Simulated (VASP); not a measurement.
Consider the following.

```
CELL_PARAMETERS angstrom
     -1.57639     1.57639     1.57639
      1.57639    -1.57639     1.57639
      1.57639     1.57639    -1.57639
ATOMIC_POSITIONS crystal
  Mo 0.00000 0.00000 0.00000
```

The numbers are results of r2SCAN meta-GGA, VASP's PBE PAW potentials (set 64) (plane waves; VASP 6.6.1), not measurements. Run with 400 eV cut-off, 15×15×15 Γ-centred mesh, first-order Methfessel-Paxton smearing of 0.10 eV, potentials Mo_sv.

What does the run give for the energy per atom (σ→0), band gap (on the k-mesh) with the smallest direct gap where there is one?

```json
{
 "band gap (on the k-mesh)": "none (metal, semimetal or under 0.01 eV)",
 "energy per atom (σ→0)": "-26.078 eV/atom"
}
```

Total energies compare only between runs with the same potentials, cut-off and functional.

The compound is Mo in the bcc structure. It was relaxed first. The start is the result of an earlier pass.
